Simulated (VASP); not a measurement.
Method: r2SCAN meta-GGA, VASP's PBE PAW potentials (set 64) (plane waves; VASP).

A VASP calculation is set up with these files.

**INCAR**
```
# general
SYSTEM   =  Zr(001) slab
PREC     =  Normal
ENCUT    =  400
LREAL    =  .FALSE.
LASPH    =  .TRUE.

# electronic loop
EDIFF    =  1E-5
NELM     =  100
NELMIN   =  4
ALGO     =  Normal
LMAXMIX  =  4
LMIXTAU  =  .TRUE.

# smearing
ISMEAR   =  1
SIGMA    =  0.1

# functional
METAGGA  =  R2SCAN

# ions
IBRION   =  2
NSW      =  50
ISIF     =  2
EDIFFG   =  -0.03

# output
LWAVE    =  .TRUE.
LCHARG   =  .FALSE.

# other
LDIPOL   =  .TRUE.
IDIPOL   =  3
DIPOL    =  0.5 0.5 0.5
```

### POSCAR
```
Zr(001) slab
1
    3.2457320304     0.0000000000     0.0000000000
   -1.6228660152     2.8108863377     0.0000000000
    0.0000000000     0.0000000000    25.3393083319
Zr
4
Direct
  0.6666670000   0.3333330000   0.4491110000
  0.3333330000   0.6666670000   0.3473320000
  0.6666670000   0.3333330000   0.6526680000
  0.3333330000   0.6666670000   0.5508890000
```

File KPOINTS:
```
Automatic mesh
0
Gamma
 10 10 1
```

POTCAR, in this order: Zr_sv (PBE.64 set). Program: vasp_std.

The resulting files:

OUTCAR:
```
 ion  position               nearest neighbor table
   1  0.667  0.333  0.449-   4 3.19   4 3.19   4 3.19   2 3.19   2 3.19   2 3.19
   2  0.333  0.667  0.347-   1 3.19   1 3.19   1 3.19
   3  0.667  0.333  0.653-   4 3.19   4 3.19   4 3.19
   4  0.333  0.667  0.551-   1 3.19   1 3.19   1 3.19   3 3.19   3 3.19   3 3.19
  LATTYP: Found a hexagonal cell.
 ALAT       =     3.2457320304
 C/A-ratio  =     7.8069625263
 Subroutine PRICEL returns:
 Original cell was already a primitive cell.
 Subroutine GETGRP returns: Found 12 space group operations
The static configuration has the point symmetry D_3d.
The dynamic configuration has the point symmetry D_3d.
 Subroutine INISYM returns: Found 12 space group operations
 Subroutine IBZKPT returns following result:
 Found     14 irreducible k-points:

 Following reciprocal coordinates:
            Coordinates               Weight
  0.000000  0.000000  0.000000      1.000000
  0.100000  0.000000  0.000000      6.000000
  0.200000  0.000000  0.000000      6.000000
  0.300000  0.000000  0.000000      6.000000
  0.400000  0.000000  0.000000      6.000000
  0.500000  0.000000  0.000000      3.000000
...
```

### OSZICAR
```
...
DAV:   6    -0.889764744253E+02   -0.11497E-01   -0.66226E-03   868   0.454E-01    0.441E-02
DAV:   7    -0.889805862387E+02   -0.41118E-02   -0.26011E-03  1160   0.195E-01    0.506E-02
DAV:   8    -0.889805862522E+02   -0.13526E-07   -0.99826E-05   868   0.327E-02
   7 F= -.88980586E+02 E0= -.88980705E+02  d E =-.514578E-02
       N       E                     dE             d eps       ncg     rms          rms(c)
DAV:   1    -0.887286110609E+02    0.25198E+00   -0.29099E+01   784   0.426E+01    0.645E-01
DAV:   2    -0.888825148521E+02   -0.15390E+00   -0.10000E+00   884   0.774E+00    0.707E-01
DAV:   3    -0.889196142129E+02   -0.37099E-01   -0.12961E-01  1128   0.224E+00    0.420E-01
DAV:   4    -0.889467558172E+02   -0.27142E-01   -0.39588E-02  1024   0.894E-01    0.313E-01
DAV:   5    -0.889509192073E+02   -0.41634E-02   -0.12155E-02  1080   0.482E-01    0.206E-01
DAV:   6    -0.889714465686E+02   -0.20527E-01   -0.12022E-02   820   0.690E-01    0.598E-02
DAV:   7    -0.889789311044E+02   -0.74845E-02   -0.74029E-03   884   0.361E-01    0.724E-02
DAV:   8    -0.889789766158E+02   -0.45511E-04   -0.80192E-04  1240   0.806E-02    0.784E-02
DAV:   9    -0.889792262772E+02   -0.24966E-03   -0.29172E-04   868   0.991E-02    0.660E-02
DAV:  10    -0.889793039318E+02   -0.77655E-04   -0.20329E-03   896   0.211E-01    0.610E-02
DAV:  11    -0.889791940901E+02    0.10984E-03   -0.32955E-04  1016   0.859E-02    0.518E-02
DAV:  12    -0.889805223770E+02   -0.13283E-02   -0.29378E-04   724   0.965E-02    0.385E-02
DAV:  13    -0.889809327278E+02   -0.41035E-03   -0.17391E-04   944   0.798E-02    0.155E-02
DAV:  14    -0.889811047575E+02   -0.17203E-03   -0.76218E-05   628   0.592E-02    0.106E-02
DAV:  15    -0.889813295754E+02   -0.22482E-03   -0.74588E-05   628   0.599E-02    0.543E-03
DAV:  16    -0.889814156573E+02   -0.86082E-04   -0.41532E-05   692   0.403E-02    0.683E-03
DAV:  17    -0.889814522965E+02   -0.36639E-04   -0.10609E-05   596   0.210E-02    0.536E-03
DAV:  18    -0.889814712457E+02   -0.18949E-04   -0.81476E-06   528   0.247E-02    0.313E-03
DAV:  19    -0.889814840794E+02   -0.12834E-04   -0.46221E-06   496   0.187E-02    0.180E-03
DAV:  20    -0.889815013418E+02   -0.17262E-04   -0.10765E-05   524   0.368E-02    0.857E-04
DAV:  21    -0.889814848760E+02    0.16466E-04   -0.81493E-06   460   0.345E-02    0.887E-04
DAV:  22    -0.889814923840E+02   -0.75080E-05   -0.85752E-07   428   0.597E-03
   8 F= -.88981492E+02 E0= -.88981315E+02  d E =-.605192E-02
       N       E                     dE             d eps       ncg     rms          rms(c)
DAV:   1    -0.889121094965E+02    0.69375E-01   -0.74422E+00   784   0.216E+01    0.309E-01
DAV:   2    -0.890687154050E+02   -0.15661E+00   -0.26814E-01   844   0.385E+00    0.324E-01
DAV:   3    -0.890333253803E+02    0.35390E-01   -0.37209E-02  1104   0.137E+00    0.233E-01
DAV:   4    -0.890211459425E+02    0.12179E-01   -0.63174E-03   992   0.526E-01    0.166E-01
DAV:   5    -0.890009545382E+02    0.20191E-01   -0.20980E-03   824   0.257E-01    0.105E-01
DAV:   6    -0.889894307178E+02    0.11524E-01   -0.14668E-02   840   0.712E-01    0.429E-02
DAV:   7    -0.889879555291E+02    0.14752E-02   -0.13318E-03  1312   0.152E-01    0.450E-02
DAV:   8    -0.889880157102E+02   -0.60181E-04   -0.37191E-05   776   0.362E-02    0.447E-02
DAV:   9    -0.889862813376E+02    0.17344E-02   -0.19228E-04   832   0.106E-01    0.304E-02
DAV:  10    -0.889833619417E+02    0.29194E-02   -0.16231E-03   792   0.240E-01    0.229E-02
DAV:  11    -0.889833740301E+02   -0.12088E-04   -0.10464E-04   844   0.315E-02    0.260E-02
DAV:  12    -0.889835103953E+02   -0.13637E-03   -0.18437E-04   772   0.114E-01    0.317E-02
DAV:  13    -0.889833682072E+02    0.14219E-03   -0.18256E-04   696   0.107E-01    0.188E-02
DAV:  14    -0.889836732613E+02   -0.30505E-03   -0.24037E-04   892   0.106E-01    0.280E-02
DAV:  15    -0.889834810633E+02    0.19220E-03   -0.11481E-04   600   0.795E-02    0.331E-02
DAV:  16    -0.889840882823E+02   -0.60722E-03   -0.18164E-04   800   0.810E-02    0.562E-02
DAV:  17    -0.889834152735E+02    0.67301E-03   -0.37311E-04   920   0.121E-01    0.953E-02
DAV:  18    -0.889835728350E+02   -0.15756E-03   -0.42792E-04   824   0.142E-01    0.623E-02
DAV:  19    -0.889835965227E+02   -0.23688E-04   -0.39975E-04   888   0.143E-01    0.388E-02
DAV:  20    -0.889833389188E+02    0.25760E-03   -0.23209E-04   840   0.985E-02    0.127E-02
DAV:  21    -0.889833310993E+02    0.78195E-05   -0.19009E-04   888   0.144E-01    0.682E-03
DAV:  22    -0.889832525341E+02    0.78565E-04   -0.92478E-05   808   0.992E-02    0.952E-03
DAV:  23    -0.889833528765E+02   -0.10034E-03   -0.22123E-05   632   0.403E-02    0.930E-03
DAV:  24    -0.889831566015E+02    0.19627E-03   -0.42280E-05   584   0.605E-02    0.455E-03
DAV:  25    -0.889831686873E+02   -0.12086E-04   -0.39662E-05   584   0.635E-02    0.803E-03
DAV:  26    -0.889831890617E+02   -0.20374E-04   -0.44329E-05   800   0.880E-02    0.826E-03
DAV:  27    -0.889832080093E+02   -0.18948E-04   -0.99696E-06   560   0.299E-02    0.756E-03
DAV:  28    -0.889832104360E+02   -0.24268E-05   -0.20021E-05   576   0.492E-02
   9 F= -.88983210E+02 E0= -.88983175E+02  d E =-.776997E-02
       N       E                     dE             d eps       ncg     rms          rms(c)
DAV:   1    -0.889701340464E+02    0.13074E-01   -0.15971E+00   784   0.945E+00    0.174E-01
DAV:   2    -0.889860128937E+02   -0.15879E-01   -0.64796E-02  1064   0.181E+00    0.300E-01
DAV:   3    -0.889823299328E+02    0.36830E-02   -0.23667E-02  1148   0.800E-01    0.934E-02
DAV:   4    -0.889808771073E+02    0.14528E-02   -0.37665E-03   916   0.406E-01    0.463E-02
DAV:   5    -0.889818320594E+02   -0.95495E-03   -0.10849E-03   884   0.224E-01    0.309E-02
DAV:   6    -0.889829293729E+02   -0.10973E-02   -0.51505E-04   932   0.123E-01    0.206E-02
DAV:   7    -0.889829090373E+02    0.20336E-04   -0.49255E-05   796   0.319E-02    0.149E-02
DAV:   8    -0.889832156123E+02   -0.30658E-03   -0.79570E-05   732   0.526E-02    0.100E-02
DAV:   9    -0.889834291391E+02   -0.21353E-03   -0.39147E-05   708   0.274E-02    0.757E-03
DAV:  10    -0.889834417180E+02   -0.12579E-04   -0.85522E-06   572   0.171E-02    0.450E-03
DAV:  11    -0.889835500001E+02   -0.10828E-03   -0.26199E-05   608   0.301E-02    0.310E-03
DAV:  12    -0.889835865339E+02   -0.36534E-04   -0.90373E-06   564   0.172E-02    0.191E-03
DAV:  13    -0.889836122198E+02   -0.25686E-04   -0.50598E-06   456   0.182E-02    0.938E-04
DAV:  14    -0.889835859072E+02    0.26313E-04   -0.21474E-05   648   0.484E-02    0.102E-03
DAV:  15    -0.889835879942E+02   -0.20870E-05   -0.18038E-06   436   0.131E-02
  10 F= -.88983588E+02 E0= -.88983463E+02  d E =-.377558E-03
       N       E                     dE             d eps       ncg     rms          rms(c)
DAV:   1    -0.889821347301E+02    0.14512E-02   -0.19374E-01   784   0.328E+00    0.624E-02
DAV:   2    -0.889836687868E+02   -0.15341E-02   -0.89862E-03  1056   0.657E-01    0.118E-01
DAV:   3    -0.889835279234E+02    0.14086E-03   -0.34247E-03  1148   0.331E-01    0.316E-02
DAV:   4    -0.889823083550E+02    0.12196E-02   -0.10610E-03   800   0.236E-01    0.186E-02
DAV:   5    -0.889826656338E+02   -0.35728E-03   -0.29395E-04   808   0.167E-01    0.124E-02
DAV:   6    -0.889835140263E+02   -0.84839E-03   -0.33482E-04   800   0.165E-01    0.979E-03
DAV:   7    -0.889831881400E+02    0.32589E-03   -0.11514E-04   832   0.115E-01    0.589E-03
DAV:   8    -0.889834791278E+02   -0.29099E-03   -0.84177E-05   756   0.878E-02    0.453E-03
DAV:   9    -0.889835246270E+02   -0.45499E-04   -0.71951E-05   768   0.865E-02    0.461E-03
DAV:  10    -0.889835086491E+02    0.15978E-04   -0.12123E-05   616   0.321E-02    0.361E-03
DAV:  11    -0.889836858533E+02   -0.17720E-03   -0.83664E-05   800   0.105E-01    0.279E-03
DAV:  12    -0.889836289263E+02    0.56927E-04   -0.69173E-05   752   0.839E-02    0.216E-03
DAV:  13    -0.889836262904E+02    0.26359E-05   -0.17677E-05   596   0.510E-02
  11 F= -.88983626E+02 E0= -.88983529E+02  d E =-.415854E-03
```

OUTCAR:
```
------------------------ aborting loop because EDIFF is reached ----------------------------------------
  FORCE on cell =-STRESS in cart. coord.  units (eV):
  Direction    XX          YY          ZZ          XY          YZ          ZX
  --------------------------------------------------------------------------------------
  Total       -0.9297576     -0.9297576     -0.0879178      0.0000000      0.0000000     -0.0000000
  in kB       -6.4436155     -6.4436153     -0.6093079      0.0000000      0.0000000     -0.0000000
  external PRESSURE =      -4.4988462 kB  Pullay stress =       0.0000000 kB
  volume of cell :      231.18
      direct lattice vectors                 reciprocal lattice vectors
     3.245732030  0.000000000  0.000000000     0.308096907  0.177879836  0.000000000
    -1.622866015  2.810886338  0.000000000     0.000000000  0.355759671  0.000000000
     0.000000000  0.000000000 25.339308332     0.000000000  0.000000000  0.039464376
 POSITION                                       TOTAL-FORCE (eV/Angst)
 -----------------------------------------------------------------------------------
      1.62287      0.93696     11.32142        -0.000000      0.000000      0.000650
     -0.00000      1.87393      8.91806         0.000000      0.000000     -0.004044
      1.62287      0.93696     16.42125        -0.000000     -0.000000      0.004044
     -0.00000      1.87393     14.01789         0.000000     -0.000000     -0.000650
 -----------------------------------------------------------------------------------
    total drift:                                0.000000      0.000000      0.000000
  FREE ENERGIE OF THE ION-ELECTRON SYSTEM (eV)
  ---------------------------------------------------
  free  energy   TOTEN  =       -88.9836262904 eV

  energy  without entropy=      -88.9833352907  energy(sigma->0) =      -88.98352929

 reached required accuracy - stopping structural energy minimisation
```
(Selected blocks of OUTCAR.)

CONTCAR:
```
Zr(001) slab
   1.00000000000000
     3.2457320304000001    0.0000000000000000    0.0000000000000000
    -1.6228660152000001    2.8108863377000000    0.0000000000000000
     0.0000000000000000    0.0000000000000000   25.3393083318999999
  Zr
     4
Direct
     0.6666669999999968    0.3333330000000032    0.4467926555202472
     0.3333330000000032    0.6666669999999968    0.3519457369331804
     0.6666669999999968    0.3333330000000032    0.6480542630668197
     0.3333330000000032    0.6666669999999968    0.5532073444797526
```

The cell is a thin slab with vacuum, built from Zr (hcp): (001) face.
